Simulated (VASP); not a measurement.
Runs of VASP 6.6.1 on Al. It takes space group Fm-3m (No. 225, cubic). Conventional cell: a = 4.050 Å, b = 4.050 Å, c = 4.050 Å, α = 90.00°, β = 90.00°, γ = 90.00°. Around Al (site symmetry m-3m) lie 12 Al at 2.86 Å. 

```tsv
task	cell	gap on the mesh (eV)	pressure (GPa)
relaxation of cell and atoms	relaxed	none	0.0
single point	a relaxed cell with its volume scaled by 0.97	none	2.5
single point	Fm-3m, 16.59 Å³/atom	none	0.0
single point	a relaxed cell with its volume scaled by 1.03	none	(a)
single point	a relaxed cell with its volume scaled by 1.09	none	-5.5
single point	a relaxed cell with its volume scaled by 0.91	none	8.9
single point	a relaxed cell with its volume scaled by 0.94	none	(b)
single point	a relaxed cell with its volume scaled by 1.06	none	-4.0
```

Alike in all rows: level PBE; potentials or basis VASP PAW PBE potentials, release 64 (Al); no spin polarisation; k mesh 6 × 6 × 6; cutoff (eV) 520; smearing gaussian 0.1 eV; the mesh is coarse, so values aren't converged.

Problem. Fill in the values left out.

Solution. (a) -2.1; (b) 5.4.

Caveats: all runs use coarse meshes.

A gap of «none» marks a metal or a gap under the smearing width.
